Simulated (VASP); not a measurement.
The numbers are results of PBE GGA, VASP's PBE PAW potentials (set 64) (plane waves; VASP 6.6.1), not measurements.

VASP ran on this input.

KPOINTS:
```
Regular mesh
0
gamma
 13 13 7
```

File POSCAR:
```
BN
1
    2.5550770556     0.0000000000     0.0000000000
   -1.2775385278     2.2127618604     0.0000000000
    0.0000000000     0.0000000000     4.2253909679
B N
2 2
Direct
  0.3333330000   0.6666670000   0.0000000000
  0.6666670000   0.3333330000   0.5000000000
  0.3333330000   0.6666670000   0.3750000000
  0.6666670000   0.3333330000   0.8750000000
```

**INCAR**
```
ALGO=Fast
EDIFF=1E-5
EDIFFG=-0.03
ENCUT=450
GGA=PE
IBRION=2
ISIF=2
ISMEAR=0
LASPH=T
LCHARG=F
LREAL=F
LWAVE=F
NELM=100
NELMIN=4
NSW=20
PREC=Normal
SIGMA=0.05
SYSTEM=BN
```

POTCAR, in this order: B N (PBE.64 set). Program: vasp_std.

At this cut-off the stress carries a Pulay error, which pulls relaxed volumes low.

Task: What does the run give for the energy per atom (σ→0)?

Result: 
- energy per atom (σ→0): -840.4 kJ/mol-atom

### OSZICAR
```
...
RMM:   4    -0.348394924166E+02   -0.14725E-06   -0.70972E-06  1247   0.248E-02
   2 F= -.34839492E+02 E0= -.34839492E+02  d E =0.357657E-04
       N       E                     dE             d eps       ncg     rms          rms(c)
DAV:   1    -0.348395813109E+02   -0.89042E-04   -0.10647E-02  2384   0.987E-01    0.219E-02
RMM:   2    -0.348395903330E+02   -0.90221E-05   -0.13698E-04  1936   0.116E-01    0.123E-02
RMM:   3    -0.348395885935E+02    0.17395E-05   -0.14222E-05  1250   0.399E-02    0.375E-03
RMM:   4    -0.348395886583E+02   -0.64797E-07   -0.15195E-06  1168   0.119E-02
   3 F= -.34839589E+02 E0= -.34839589E+02  d E =-.604759E-04
```

The compound is BN in the wurtzite structure, a metastable high-pressure form. This run relaxes the ions in a fixed cell. Symmetry was kept, so distortions that lower it aren't found.
